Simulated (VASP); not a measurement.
Input for VASP

**POSCAR**
```
Be
1
    1.1679042723    -2.0228947041     0.0000000000
    1.1679049657     2.0228647824     0.0000000000
    0.0000000000     0.0000000000     3.6516409693
Be
2
Direct
  0.3333330000   0.6666670000   0.2500000000
  0.6666670000   0.3333330000   0.7500000000
```

File KPOINTS:
```
Automatic mesh
0
Gamma
13 13 8
0 0 0
```

### INCAR
```
SYSTEM = Be
PREC = Accurate
ENCUT = 400
EDIFF = 1E-6
NELM = 100
ALGO = Normal
LREAL = .FALSE.
LASPH = .TRUE.
ISMEAR = 1
SIGMA = 0.1
GGA = PE
LWAVE = .FALSE.
LCHARG = .FALSE.
ISIF = 2
```

POTCAR, in this order: Be (PBE.64 set). Program: vasp_std.

One choice in this input is risky. Which, and does it do harm here?

The risk: the lattice vectors carry noise near SYMPREC. Here it does no harm: the run (PBE GGA, plane waves, VASP's PBE PAW potentials (set 64)) converges to the same energy and pressure as with the safe setting.
**OSZICAR**
```
       N       E                     dE             d eps       ncg     rms          rms(c)
DAV:   1    -0.383039207554E+01   -0.38304E+01   -0.14743E+03  1278   0.433E+02
DAV:   2    -0.751564419443E+01   -0.36853E+01   -0.35143E+01  1956   0.497E+01
DAV:   3    -0.753857502270E+01   -0.22931E-01   -0.22931E-01  1614   0.368E+00
DAV:   4    -0.753859194182E+01   -0.16919E-04   -0.16919E-04  1908   0.115E-01
DAV:   5    -0.753859194616E+01   -0.43421E-08   -0.40331E-08  1584   0.102E-03    0.112E+00
DAV:   6    -0.750309971699E+01    0.35492E-01   -0.40596E-03  1500   0.864E-01    0.687E-01
DAV:   7    -0.748783892404E+01    0.15261E-01   -0.48829E-03  1512   0.918E-01    0.228E-02
DAV:   8    -0.748781862469E+01    0.20299E-04   -0.12140E-05  1836   0.425E-02    0.787E-03
DAV:   9    -0.748781849966E+01    0.12502E-06   -0.21169E-06  1602   0.186E-02
   1 F= -.74878185E+01 E0= -.74877380E+01  d E =-.241574E-03
```

The compound is Be in the hcp structure. The cell was not relaxed at this level.
